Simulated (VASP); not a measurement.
# Fe2Ge (space group P6_3/mmc): computed properties

These are LDA (Ceperley-Alder, Perdew-Zunger), VASP's LDA PAW potentials (set 64) (plane waves; VASP) values and carry that method's errors.

```yaml
space_group: P6_3/mmc (194)
cell: a = b = 4.0075 Å, c = 4.8257 Å, α = β = 90.00°, γ = 120.00°
volume_per_atom: 11.19 Å³/atom
band gap (over mesh and band path): none (metal, semimetal or under 0.01 eV)
cell_moment: 5.87 μB
band_gap_with_spin_orbit_coupling: none (metallic)
density: 9.12 g/cm³
```

```cif
data_Fe4Ge2
_chemical_formula_sum 'Fe4 Ge2'
_space_group_name_H-M_alt 'P63/mmc'
_space_group_IT_number 194
_space_group_name_Hall '-P 6c 2c'
_cell_length_a 4.00751
_cell_length_b 4.00751
_cell_length_c 4.82573
_cell_angle_alpha 90.000
_cell_angle_beta 90.000
_cell_angle_gamma 120.000
loop_
_atom_site_label
_atom_site_type_symbol
_atom_site_symmetry_multiplicity
_atom_site_Wyckoff_symbol
_atom_site_fract_x
_atom_site_fract_y
_atom_site_fract_z
_atom_site_occupancy
Fe1 Fe 2 a 0.00000 0.00000 0.00000 1
Fe2 Fe 2 c 0.33333 0.66667 0.25000 1
Ge1 Ge 2 d 0.66667 0.33333 0.25000 1
```

The run has a spin-polarised start.

The structure comes from a computed database's Fe2Ge entry (P6_3/mmc); how it stands against other phases isn't given here. It was relaxed first, which changed the volume by -9 %. Symmetry was kept, so distortions that lower it aren't found.
